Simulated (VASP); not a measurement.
Method: PBEsol GGA, VASP's PBE PAW potentials (set 64) (plane waves; VASP).

Input for VASP

### INCAR
```
# general
SYSTEM =CdS
PREC   =Accurate
ENCUT  =500   # plane-wave cut-off (eV)
LREAL  =.FALSE.   # projection in real space or not
LASPH  =.TRUE.

# electronic loop
EDIFF  =1E-6   # SCF stop (eV)
NELM   =100
ALGO   =Normal   # blocked Davidson
LMAXMIX=4   # l cut-off of mixed one-centre charges

# smearing
ISMEAR =0   # Gaussian
SIGMA  =0.05

# functional
GGA    =PS   # PBEsol

# ions
IBRION =2   # conjugate gradients
NSW    =40
ISIF   =3   # ions, shape and volume
EDIFFG =-0.02   # ionic stop
PSTRESS=300

# output
LWAVE  =.FALSE.
LCHARG =.FALSE.
```

### KPOINTS
```
Automatic mesh
0
Gamma
8 8 8
0 0 0
```

**POSCAR**
```
CdS
1
    0.0000000000     2.7270549008     2.7270549008
    2.7270549008     0.0000000000     2.7270549008
    2.7270549008     2.7270549008     0.0000000000
Cd S
1 1
Direct
  0.0000000000   0.0000000000   0.0000000000
  0.2500000000   0.2500000000   0.2500000000
```

POTCAR, in this order: Cd S (PBE.64 set). Program: vasp_std.

The run wrote:

OUTCAR:
```
 ion  position               nearest neighbor table
   1  0.000  0.000  0.000-   2 2.36   2 2.36   2 2.36   2 2.36
   2  0.250  0.250  0.250-   1 2.36   1 2.36   1 2.36   1 2.36
  LATTYP: Found a face centered cubic cell.
 ALAT       =     5.4541098016
 Subroutine PRICEL returns:
 Original cell was already a primitive cell.
 Subroutine GETGRP returns: Found 24 space group operations
The static configuration has the point symmetry T_d .
The dynamic configuration has the point symmetry T_d .
 Subroutine INISYM returns: Found 24 space group operations
 Subroutine IBZKPT returns following result:
 Found     29 irreducible k-points:

 Following reciprocal coordinates:
            Coordinates               Weight
  0.000000  0.000000  0.000000      1.000000
  0.125000  0.000000  0.000000      8.000000
  0.250000  0.000000  0.000000      8.000000
  0.375000  0.000000  0.000000      8.000000
  0.500000  0.000000  0.000000      4.000000
  0.125000  0.125000  0.000000      6.000000
  0.250000  0.125000  0.000000     24.000000
  0.375000  0.125000  0.000000     24.000000
  0.500000  0.125000  0.000000     24.000000
...
```

File OSZICAR:
```
       N       E                     dE             d eps       ncg     rms          rms(c)
DAV:   1     0.108298947646E+03    0.10830E+03   -0.93916E+03   778   0.126E+03
DAV:   2    -0.257616788443E+01   -0.11088E+03   -0.10612E+03   849   0.299E+02
DAV:   3    -0.684342479044E+01   -0.42673E+01   -0.42581E+01   924   0.614E+01
DAV:   4    -0.687114922670E+01   -0.27724E-01   -0.27721E-01   824   0.491E+00
DAV:   5    -0.687149412808E+01   -0.34490E-03   -0.34490E-03   919   0.540E-01    0.131E+01
DAV:   6    -0.637148818445E+01    0.50001E+00   -0.10020E+00  1121   0.177E+01    0.955E+00
DAV:   7    -0.634361904035E+01    0.27869E-01   -0.28005E-01   784   0.461E+00    0.370E+00
DAV:   8    -0.634085191986E+01    0.27671E-02   -0.34890E-02   814   0.308E+00    0.437E-01
DAV:   9    -0.634045211427E+01    0.39981E-03   -0.42924E-03   854   0.126E+00    0.930E-02
DAV:  10    -0.634044231182E+01    0.98024E-05   -0.31694E-04   844   0.322E-01    0.448E-02
DAV:  11    -0.634046129440E+01   -0.18983E-04   -0.44174E-05   759   0.690E-02    0.137E-02
DAV:  12    -0.634046170518E+01   -0.41078E-06   -0.15439E-05   976   0.701E-02    0.972E-03
DAV:  13    -0.634046151792E+01    0.18726E-06   -0.33110E-06   809   0.326E-02
   1 F= 0.12544429E+01 E0= 0.12544429E+01  d E =0.125444E+01
       N       E                     dE             d eps       ncg     rms          rms(c)
DAV:   1    -0.115777317685E+02   -0.52373E+01   -0.11482E+02   834   0.158E+02    0.223E+01
DAV:   2    -0.511683070141E+01    0.64609E+01   -0.20300E+01   784   0.873E+01    0.634E+00
DAV:   3    -0.478129381497E+01    0.33554E+00   -0.12096E+00   819   0.102E+01    0.337E+00
DAV:   4    -0.472891392923E+01    0.52380E-01   -0.73862E-02   814   0.179E+00    0.233E+00
DAV:   5    -0.472028268896E+01    0.86312E-02   -0.71701E-03   912   0.147E+00    0.103E+00
DAV:   6    -0.471944172547E+01    0.84096E-03   -0.60173E-03   804   0.751E-01    0.141E-01
DAV:   7    -0.471938197947E+01    0.59746E-04   -0.44014E-04   894   0.358E-01    0.851E-02
DAV:   8    -0.471938740042E+01   -0.54210E-05   -0.41654E-05   899   0.116E-01    0.212E-02
DAV:   9    -0.471938784628E+01   -0.44586E-06   -0.28919E-06   733   0.177E-02
   2 F= 0.15591514E+01 E0= 0.15591514E+01  d E =0.304709E+00
       N       E                     dE             d eps       ncg     rms          rms(c)
DAV:   1    -0.868985228728E+01   -0.39705E+01   -0.55389E+01   769   0.122E+02    0.155E+01
DAV:   2    -0.633199144200E+01    0.23579E+01   -0.54322E+00   819   0.449E+01    0.809E+00
DAV:   3    -0.604796784921E+01    0.28402E+00   -0.52049E-01   854   0.111E+01    0.676E+00
DAV:   4    -0.598625161641E+01    0.61716E-01   -0.81158E-02   764   0.257E+00    0.156E+00
DAV:   5    -0.598360014596E+01    0.26515E-02   -0.32321E-03   884   0.773E-01    0.677E-01
DAV:   6    -0.598319389515E+01    0.40625E-03   -0.14465E-03   947   0.587E-01    0.278E-01
DAV:   7    -0.598323793538E+01   -0.44040E-04   -0.37582E-04   804   0.235E-01    0.527E-02
DAV:   8    -0.598323071118E+01    0.72242E-05   -0.67839E-05   929   0.158E-01    0.227E-02
DAV:   9    -0.598323160606E+01   -0.89488E-06   -0.94543E-06   794   0.461E-02
   3 F= 0.11743766E+01 E0= 0.11743766E+01  d E =-.800663E-01
       N       E                     dE             d eps       ncg     rms          rms(c)
DAV:   1    -0.596803465444E+01    0.15196E-01   -0.16820E-02   789   0.201E+00    0.216E-01
DAV:   2    -0.596723806168E+01    0.79659E-03   -0.19312E-03   844   0.864E-01    0.103E-01
DAV:   3    -0.596716219359E+01    0.75868E-04   -0.19610E-04   824   0.193E-01    0.787E-02
DAV:   4    -0.596715645868E+01    0.57349E-05   -0.20724E-05   784   0.554E-02    0.127E-02
DAV:   5    -0.596715653587E+01   -0.77187E-07   -0.38720E-06   664   0.409E-02
   4 F= 0.11742306E+01 E0= 0.11742306E+01  d E =-.802123E-01
```

**OUTCAR**
```
------------------------ aborting loop because EDIFF is reached ----------------------------------------
  FORCE on cell =-STRESS in cart. coord.  units (eV):
  Direction    XX          YY          ZZ          XY          YZ          ZX
  --------------------------------------------------------------------------------------
  Total        7.1358733      7.1358733      7.1358733      0.0000000      0.0000000      0.0000000
  in kB      299.7683701    299.7683701    299.7683701      0.0000000      0.0000000      0.0000000
  external PRESSURE =      -0.2316299 kB  Pullay stress =     300.0000000 kB
  volume of cell :       38.14
      direct lattice vectors                 reciprocal lattice vectors
     0.000000000  2.671656606  2.671656606    -0.187149800  0.187149800  0.187149800
     2.671656606  0.000000000  2.671656606     0.187149800 -0.187149800  0.187149800
     2.671656606  2.671656606  0.000000000     0.187149800  0.187149800 -0.187149800
  FREE ENERGIE OF THE ION-ELECTRON SYSTEM (eV)
  ---------------------------------------------------
  free  energy   TOTEN  =        -5.9671565359 eV

  energy  without entropy=       -5.9671565359  energy(sigma->0) =       -5.96715654
  enthalpy is  TOTEN    =         1.1742306150 eV   P V=        7.1413871509

 reached required accuracy - stopping structural energy minimisation
```
(Selected blocks of OUTCAR.)

File CONTCAR:
```
CdS
   1.00000000000000
     0.0000000000000000    2.6716566063540417    2.6716566063540417
     2.6716566063540417    0.0000000000000000    2.6716566063540417
     2.6716566063540417    2.6716566063540417    0.0000000000000000
  Cd              S
     1     1
Direct
     0.0000000000000000    0.0000000000000000    0.0000000000000000
     0.2500000000000000    0.2500000000000000    0.2500000000000000
```

Energy and stress use the plane-wave basis of the starting cell.

The structure was generated: CdS was put into the zinc blende type (F-43m), which need not be its known phase. This run relaxes it under an external pressure of 30 GPa. Symmetry was kept, so distortions that lower it aren't found.
